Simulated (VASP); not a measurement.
```
CELL_PARAMETERS angstrom
      2.81994     0.00000     0.00000
      0.00000     2.81994     0.00000
      0.00000     0.00000     2.81994
ATOMIC_POSITIONS crystal
  Al 0.50000 0.50000 0.50000
  Fe 0.00000 0.00000 0.00000
```

The numbers are results of vdW-DF-cx, VASP's PBE PAW potentials (set 64) (plane waves; VASP), not measurements. Run with 520 eV cut-off, 13×13×13 Γ-centred mesh, first-order Methfessel-Paxton smearing of 0.10 eV, potentials Al Fe.

Problem. Predict the energy per atom (σ→0), pressure, band gap (on the k-mesh) with the smallest direct gap where there is one.

Solution. 
```yaml
band gap (on the k-mesh): none (metal, semimetal or under 0.01 eV)
energy per atom (σ→0): -4.710 eV/atom
pressure: 6.14 GPa
```

Total energies compare only between runs with the same potentials, cut-off and functional.

The compound is FeAl in the CsCl type structure. This cell is one point of a volume scan, at 0.97 of the reference volume. The run is not spin-polarised, so no magnetic state was tried. The electron count is odd and the run is not spin-polarised, which forces a metal.
